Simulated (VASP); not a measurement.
Given:

```
CELL_PARAMETERS angstrom
     11.52221     0.00000     0.00000
      0.00000    11.52221     0.00000
      0.00000     0.00000    11.52221
ATOMIC_POSITIONS crystal
  Ga 0.50005 0.00017 0.00024
  Ga 0.74966 0.25013 0.00016
  Ga 0.74965 0.99987 0.25040
  Ga 0.00000 0.99996 0.99996
  Ga 0.25057 0.25039 0.00036
  Ga 0.49997 0.49991 0.00020
  Ga 0.74962 0.74966 0.00008
  Ga 0.25054 0.00042 0.25050
  Ga 0.50278 0.24994 0.24990
  Ga 0.75077 0.49786 0.24947
  Ga 0.49999 0.00010 0.49995
  Ga 0.75061 0.24962 0.49756
  Ga 0.74962 0.00014 0.74951
  Ga 0.99994 0.49997 0.00034
  Ga 0.25023 0.74979 0.00015
  Ga 0.00027 0.25044 0.25044
  Ga 0.24973 0.50265 0.24961
  Ga 0.49773 0.75072 0.24943
  Ga 0.99987 0.99993 0.50000
  Ga 0.24950 0.24962 0.50265
  Ga 0.75024 0.75025 0.50266
  Ga 0.25035 0.99992 0.74962
  Ga 0.49768 0.24936 0.75081
  Ga 0.75087 0.50209 0.75099
  Ga 0.99992 0.74972 0.25040
  Ga 0.00008 0.49996 0.49993
  Ga 0.24945 0.75078 0.49757
  Ga 0.00001 0.25021 0.74960
  Ga 0.24875 0.49803 0.75126
  Ga 0.50228 0.75072 0.75086
  Ga 0.00000 0.74980 0.74952
  As 0.62505 0.12420 0.12443
  As 0.87587 0.37480 0.12427
  As 0.87590 0.12415 0.37489
  As 0.12510 0.12510 0.12514
  As 0.37518 0.37512 0.12579
  As 0.62490 0.62493 0.12559
  As 0.87490 0.87493 0.12511
  As 0.37520 0.12580 0.37522
  As 0.62905 0.37173 0.37153
  As 0.87452 0.62501 0.37520
  As 0.62489 0.12560 0.62488
  As 0.87462 0.37503 0.62499
  As 0.87490 0.12504 0.87493
  As 0.12408 0.62510 0.12426
  As 0.37488 0.87606 0.12423
  As 0.12568 0.37516 0.37511
  As 0.37112 0.62917 0.37113
  As 0.62493 0.87445 0.37519
  As 0.12406 0.12399 0.62514
  As 0.37050 0.37112 0.62987
  As 0.62895 0.62880 0.62960
  As 0.87573 0.87588 0.62509
  As 0.37483 0.12401 0.87608
  As 0.62498 0.37495 0.87477
  As 0.87608 0.62518 0.87609
  As 0.12411 0.87609 0.37491
  As 0.12544 0.62505 0.62487
  As 0.37509 0.87454 0.62495
  As 0.12388 0.37472 0.87631
  As 0.37498 0.62503 0.87482
  As 0.62515 0.87612 0.87608
  As 0.12506 0.87494 0.87492
  Mg 0.49951 0.50000 0.50078
```
Cell charge +1.

These are HSE06 screened hybrid, VASP's PBE PAW potentials (set 64) (plane waves; VASP) values and carry that method's errors. Settings: PREC = Normal, LREAL = Auto, ISYM = 0, NELECT = 254.0, EDIFF = 1E-5, 400 eV cut-off, 1×1×1 Γ-centred mesh, Gaussian smearing of 0.050 eV, potentials Ga As Mg.

The cell is charged, with a uniform compensating background. The supercell is sampled at Γ alone, which is coarse: total energies, pressure and levels can be off, energies of defects by several tenths of an eV.

Question: Estimate the energy per atom (σ→0).

Answer: 
```
Quantity                        Value
---------------------  --------------
energy per atom (σ→0)  -4.874 eV/atom
```

Only differences to runs with the same potentials and settings are physical.

The cell is a supercell with a defect, built from GaAs (zinc blende): Mg_Ga, charge +1. The cell's shape comes from a PBE relaxation. The run is not spin-polarised, so no state with unpaired spins was tried.
